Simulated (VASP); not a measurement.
Given:

```
CELL_PARAMETERS angstrom
      0.00000     3.24000     3.24000
      3.24000     0.00000     3.24000
      3.24000     3.24000     0.00000
ATOMIC_POSITIONS crystal
  In 0.00000 0.00000 0.00000
  Sb 0.25000 0.25000 0.25000
```

Level of theory: PBE GGA, VASP's PBE PAW potentials (set 64) (plane waves; VASP). Run with 400 eV cut-off, 5×5×5 Γ-centred mesh, Gaussian smearing of 0.050 eV, potentials In_d Sb.

Unless said otherwise, spin-orbit coupling is left out, though it shifts the bands of the heavy elements here.

Q: Estimate the energy per atom (σ→0), pressure, band gap (on the k-mesh) with the smallest direct gap where there is one.

A: 
The band gap (on the k-mesh) is none (metal, semimetal or under 0.01 eV). The energy per atom (σ→0) is -3.426 eV/atom and the pressure is 3.25 GPa.

The absolute energy has meaning only against runs of the same code, potentials and settings.

The compound is InSb in the zinc blende structure. The cell was not relaxed at this level. The k-mesh is coarse (spacing up to 0.34 per Å, 2π included), so the numbers may not be converged in it.
